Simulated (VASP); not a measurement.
OSZICAR of a VASP run on Er:

File OSZICAR:
```
       N       E                     dE             d eps       ncg     rms          rms(c)
DAV:   1     0.106183573318E+04    0.10618E+04   -0.20561E+04  2478   0.302E+03
DAV:   2     0.315881558764E+03   -0.74595E+03   -0.64584E+03  3026   0.787E+02
DAV:   3     0.384543307059E+02   -0.27743E+03   -0.26574E+03  3123   0.249E+02
DAV:   4    -0.105060145588E+02   -0.48960E+02   -0.47484E+02  3560   0.104E+02
DAV:   5    -0.181082477253E+02   -0.76022E+01   -0.75133E+01  3640   0.548E+01    0.129E+02
DAV:   6    -0.405103723468E+03   -0.38700E+03   -0.66172E+02  3096   0.762E+02    0.817E+02
DAV:   7    -0.671674233290E+03   -0.26657E+03   -0.53314E+02  3576   0.102E+02    0.593E+02
DAV:   8    -0.346162013104E+03    0.32551E+03   -0.14588E+02  3756   0.579E+01    0.520E+02
DAV:   9    -0.380631797279E+02    0.30810E+03   -0.19034E+03  3202   0.772E+01    0.118E+03
DAV:  10    -0.586486053970E+02   -0.20585E+02   -0.23130E+02  3320   0.861E+01    0.994E+02
DAV:  11    -0.856493493734E+02   -0.27001E+02   -0.34178E+02  3512   0.431E+01    0.459E+02
DAV:  12    -0.616345784523E+02    0.24015E+02   -0.93769E+01  3030   0.727E+01    0.431E+02
DAV:  13    -0.583011675419E+02    0.33334E+01   -0.24502E+01  3440   0.207E+01    0.318E+02
DAV:  14    -0.108862820009E+03   -0.50562E+02   -0.21945E+02  2384   0.811E+01    0.315E+02
DAV:  15    -0.117406662249E+03   -0.85438E+01   -0.37676E+01  3776   0.256E+01    0.211E+02
DAV:  16    -0.983764717445E+02    0.19030E+02   -0.22790E+02  2701   0.818E+01    0.268E+02
DAV:  17    -0.766363779231E+02    0.21740E+02   -0.95648E+01  3327   0.830E+01    0.301E+02
DAV:  18    -0.592867267745E+02    0.17350E+02   -0.34807E+01  3456   0.236E+01    0.213E+02
DAV:  19    -0.554486252758E+02    0.38381E+01   -0.17799E+01  3000   0.247E+01    0.175E+02
DAV:  20    -0.636225950736E+02   -0.81740E+01   -0.11016E+01  3552   0.242E+01    0.225E+02
DAV:  21    -0.622402432865E+02    0.13824E+01   -0.39623E+00  3456   0.967E+00    0.239E+02
DAV:  22    -0.757456860170E+02   -0.13505E+02   -0.91076E+00  2760   0.185E+01    0.240E+02
DAV:  23    -0.118854242970E+03   -0.43109E+02   -0.67190E+00  2744   0.392E+01    0.246E+02
DAV:  24    -0.119342987847E+03   -0.48874E+00   -0.48658E+00  3616   0.878E+00    0.249E+02
DAV:  25    -0.114659414595E+03    0.46836E+01   -0.21757E+00  3120   0.744E+00    0.234E+02
DAV:  26    -0.889019230682E+02    0.25757E+02   -0.70402E+00  2932   0.290E+01    0.217E+02
DAV:  27    -0.763441544829E+02    0.12558E+02   -0.15477E+01  3178   0.169E+01    0.163E+02
DAV:  28    -0.741799308455E+02    0.21642E+01   -0.53924E+00  3054   0.140E+01    0.167E+02
DAV:  29    -0.871793307481E+02   -0.12999E+02   -0.82657E+00  3622   0.149E+01    0.180E+02
DAV:  30    -0.866543410228E+02    0.52499E+00   -0.14507E+00  3219   0.408E+00    0.181E+02
DAV:  31    -0.866632370149E+02   -0.88960E-02   -0.20181E-01  3784   0.193E+00    0.181E+02
DAV:  32    -0.894900881016E+02   -0.28269E+01   -0.15788E-01  3238   0.200E+00    0.184E+02
DAV:  33    -0.891138576494E+02    0.37623E+00   -0.29352E-01  2774   0.372E+00    0.186E+02
DAV:  34    -0.895574650583E+02   -0.44361E+00   -0.79790E-02  3536   0.143E+00    0.190E+02
DAV:  35    -0.897499183231E+02   -0.19245E+00   -0.99786E-01  2742   0.405E+00    0.189E+02
DAV:  36    -0.920688978493E+02   -0.23190E+01   -0.31504E-01  2716   0.361E+00    0.191E+02
DAV:  37    -0.105390784751E+03   -0.13322E+02   -0.45527E+00  2782   0.143E+01    0.209E+02
DAV:  38    -0.106007304977E+03   -0.61652E+00   -0.13663E+00  3650   0.507E+00    0.211E+02
DAV:  39    -0.105208080105E+03    0.79922E+00   -0.42174E-01  3568   0.242E+00    0.208E+02
DAV:  40    -0.103368802202E+03    0.18393E+01   -0.24681E-01  2944   0.265E+00    0.206E+02
DAV:  41    -0.103140753870E+03    0.22805E+00   -0.55035E-02  3254   0.117E+00    0.207E+02
DAV:  42    -0.101620520362E+03    0.15202E+01   -0.12121E-01  2650   0.190E+00    0.204E+02
DAV:  43    -0.103364357628E+03   -0.17438E+01   -0.10667E+00  2570   0.427E+00    0.203E+02
DAV:  44    -0.752073151877E+02    0.28157E+02   -0.41535E+01  2670   0.339E+01    0.165E+02
DAV:  45    -0.613521854048E+02    0.13855E+02   -0.17514E+01  2860   0.288E+01    0.153E+02
DAV:  46    -0.423168283533E+02    0.19035E+02   -0.12477E+01  2920   0.323E+01    0.155E+02
DAV:  47    -0.360503717222E+02    0.62665E+01   -0.79286E+00  3360   0.198E+01    0.163E+02
DAV:  48    -0.324374640274E+02    0.36129E+01   -0.28186E+00  3200   0.137E+01    0.171E+02
DAV:  49    -0.281977596257E+02    0.42397E+01   -0.76088E+00  2905   0.140E+01    0.181E+02
DAV:  50    -0.281575498953E+02    0.40210E-01   -0.16918E+00  3240   0.603E+00    0.180E+02
DAV:  51    -0.305262096060E+02   -0.23687E+01   -0.68356E+01  2522   0.569E+01    0.139E+02
DAV:  52    -0.235907477318E+02    0.69355E+01   -0.90468E+01  3179   0.556E+01    0.103E+02
DAV:  53    -0.102899691920E+02    0.13301E+02   -0.80340E+00  2752   0.456E+01    0.916E+01
DAV:  54    -0.107239693580E+02   -0.43400E+00   -0.10163E+01  3416   0.247E+01    0.989E+01
DAV:  55    -0.112647810295E+02   -0.54081E+00   -0.26770E+00  3824   0.798E+00    0.943E+01
DAV:  56    -0.295377312883E+02   -0.18273E+02   -0.24878E+01  2841   0.713E+01    0.133E+02
DAV:  57    -0.199318907160E+02    0.96058E+01   -0.18137E+01  2432   0.295E+01    0.875E+01
DAV:  58    -0.215579588690E+02   -0.16261E+01   -0.75173E+00  2696   0.161E+01    0.861E+01
DAV:  59    -0.216764337031E+02   -0.11847E+00   -0.18609E+00  3464   0.776E+00    0.869E+01
DAV:  60    -0.201836317366E+02    0.14928E+01   -0.65917E-01  2976   0.116E+01    0.888E+01
DAV:  61     0.320115612667E+00    0.20504E+02   -0.19577E+01  2538   0.111E+02    0.142E+02
DAV:  62    -0.236751267516E+02   -0.23995E+02   -0.34601E+01  2522   0.537E+01    0.889E+01
DAV:  63    -0.276394459670E+02   -0.39643E+01   -0.86292E+00  2788   0.312E+01    0.926E+01
DAV:  64    -0.325991571322E+02   -0.49597E+01   -0.70030E+00  3064   0.307E+01    0.985E+01
DAV:  65    -0.348217428711E+02   -0.22226E+01   -0.33186E+00  3560   0.107E+01    0.101E+02
DAV:  66    -0.260180297316E+02    0.88037E+01   -0.31733E+01  2852   0.392E+01    0.813E+01
DAV:  67    -0.292696834709E+02   -0.32517E+01   -0.93136E+00  3272   0.236E+01    0.801E+01
DAV:  68    -0.290903900015E+02    0.17929E+00   -0.18904E+00  3270   0.225E+01    0.795E+01
DAV:  69    -0.305022919022E+02   -0.14119E+01   -0.10690E+00  3280   0.799E+00    0.801E+01
DAV:  70    -0.319990575786E+02   -0.14968E+01   -0.54150E-01  3360   0.669E+00    0.805E+01
DAV:  71    -0.366944737873E+02   -0.46954E+01   -0.16720E+00  2701   0.160E+01    0.832E+01
DAV:  72    -0.427697908009E+02   -0.60753E+01   -0.30932E+00  3040   0.145E+01    0.897E+01
DAV:  73    -0.416501446600E+02    0.11196E+01   -0.66387E-01  3616   0.457E+00    0.867E+01
DAV:  74    -0.413813968029E+02    0.26875E+00   -0.20403E-01  3088   0.314E+00    0.852E+01
DAV:  75    -0.412148254563E+02    0.16657E+00   -0.10212E-01  2939   0.180E+00    0.853E+01
DAV:  76    -0.260126706757E+02    0.15202E+02   -0.31634E+01  2490   0.936E+01    0.109E+02
DAV:  77    -0.210143213879E+02    0.49983E+01   -0.18651E+01  3219   0.372E+01    0.124E+02
DAV:  78    -0.168036862234E+02    0.42106E+01   -0.85070E+00  2899   0.201E+01    0.117E+02
DAV:  79    -0.958332620127E+01    0.72204E+01   -0.17293E+01  2808   0.210E+01    0.925E+01
DAV:  80    -0.898561258775E+01    0.59771E+00   -0.28468E+00  3408   0.108E+01    0.901E+01
DAV:  81    -0.860410096847E+01    0.38151E+00   -0.21363E+01  2426   0.419E+01    0.882E+01
DAV:  82    -0.132357531124E+02   -0.46317E+01   -0.72697E+00  3062   0.273E+01    0.904E+01
DAV:  83    -0.159839632239E+02   -0.27482E+01   -0.22045E+00  3320   0.103E+01    0.899E+01
DAV:  84    -0.175857195970E+02   -0.16018E+01   -0.12833E+00  3280   0.876E+00    0.852E+01
DAV:  85    -0.185277638055E+02   -0.94204E+00   -0.18708E+00  2776   0.112E+01    0.833E+01
DAV:  86    -0.322920460656E+02   -0.13764E+02   -0.57285E+01  2490   0.779E+01    0.133E+02
DAV:  87    -0.137337998511E+02    0.18558E+02   -0.30653E+01  2846   0.473E+01    0.101E+02
DAV:  88    -0.122919738950E+02    0.14418E+01   -0.22493E+01  2986   0.321E+01    0.874E+01
DAV:  89    -0.143796010546E+02   -0.20876E+01   -0.50750E+00  3320   0.193E+01    0.868E+01
DAV:  90    -0.134967824465E+02    0.88282E+00   -0.21704E+00  3696   0.981E+00    0.855E+01
DAV:  91    -0.187950872336E+02   -0.52983E+01   -0.11660E+01  2817   0.247E+01    0.777E+01
DAV:  92    -0.282694137968E+02   -0.94743E+01   -0.37201E+01  2630   0.562E+01    0.921E+01
DAV:  93    -0.166982231995E+02    0.11571E+02   -0.14377E+01  2880   0.199E+01    0.821E+01
DAV:  94    -0.187515624751E+02   -0.20533E+01   -0.22877E+00  2830   0.165E+01    0.787E+01
DAV:  95    -0.184765956504E+02    0.27497E+00   -0.27153E+00  2963   0.103E+01    0.718E+01
DAV:  96    -0.200774948109E+02   -0.16009E+01   -0.74570E+00  2569   0.373E+01    0.557E+01
DAV:  97    -0.170943177223E+02    0.29832E+01   -0.79903E+00  2774   0.402E+01    0.568E+01
DAV:  98    -0.113882185654E+02    0.57061E+01   -0.88770E+00  2356   0.303E+01    0.415E+01
DAV:  99    -0.967799203556E+01    0.17102E+01   -0.25090E+00  2989   0.163E+01    0.350E+01
DAV: 100    -0.111187324082E+02   -0.14407E+01   -0.61006E+00  3272   0.134E+01
   1 F= -.11118732E+02 E0= -.10598280E+02  d E =-.104090E+01  mag=    13.9883
```

**Question.** Which electronic solver shows in the log?

**Answer.** It is blocked Davidson (ALGO = Normal, or the opening steps of other solvers). The INCAR had ALGO = Normal.

**Question.** How was spin treated?

**Answer.** Collinear spin (ISPIN = 2): the summary line carries one mag value, 13.99 μB in the cell.

**Question.** Can the final energy be trusted as converged?

**Answer.** Convergence was not reached. It stopped with EDIFF = 1E-6, NELM = 100 (PBEsol GGA, plane waves, VASP's PBE PAW potentials (set 64)).  The cell holds a wide vacuum, so values per volume refer to the whole cell.

The cell is a sheet with vacuum, built from a generated structure.
